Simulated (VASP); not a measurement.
Method: rev-vdW-DF2, VASP's PBE PAW potentials (set 64) (plane waves; VASP 6.6.1).

VASP input:

### POSCAR
```
Zn
4.8360250
  0.2746603337  -0.4757257405   0.0000000000
  0.2746603337   0.4757257405   0.0000000000
  0.0000000000   0.0000000000   1.0000000020
Zn
2
Cart
  0.2746603337   0.1585755640   0.2500000005
  0.2746603337  -0.1585755640   0.7500000015
```

File KPOINTS:
```
Automatic mesh
0
gamma
18 18 9
```

**INCAR**
```
SYSTEM = Zn
PREC = Accurate
ENCUT = 520
EDIFF = 1E-7
NELM = 100
ALGO = Normal
LREAL = .FALSE.
LASPH = .TRUE.
ISMEAR = -5
GGA = MK
PARAM1 = 0.1234568
PARAM2 = 0.7114
ZAB_VDW = -1.8867
LUSE_VDW = .TRUE.
AGGAC = 0.0
LMAXMIX = 4
LWAVE = .FALSE.
LCHARG = .TRUE.
LORBIT = 11
NEDOS = 601
ISIF = 2
```

POTCAR, in this order: Zn (PBE.64 set). Program: vasp_std.

Question: Estimate the energy per atom (σ→0), band gap (on the k-mesh).

Answer: 
The energy per atom (σ→0) is 1.617 eV/atom and the band gap (on the k-mesh) is none (metal, semimetal or under 0.01 eV).

OSZICAR:
```
...
DAV:   7     0.322858815640E+01    0.10680E-01   -0.32176E-02  7512   0.333E+00    0.155E+00
DAV:   8     0.323343174772E+01    0.48436E-02   -0.22578E-03  7672   0.753E-01    0.477E-02
DAV:   9     0.323340064715E+01   -0.31101E-04   -0.29663E-04  8248   0.246E-01    0.342E-02
DAV:  10     0.323339805667E+01   -0.25905E-05   -0.26105E-05  6624   0.645E-02    0.355E-03
DAV:  11     0.323339851409E+01    0.45743E-06   -0.17527E-07  6200   0.763E-03    0.198E-03
DAV:  12     0.323339903555E+01    0.52145E-06   -0.64959E-08  3904   0.377E-03    0.105E-04
DAV:  13     0.323339903822E+01    0.26739E-08   -0.15020E-08  3424   0.140E-03
   1 F= 0.32333990E+01 E0= 0.32333990E+01  d E =0.000000E+00
```

The compound is Zn in the hcp structure. It was relaxed first.
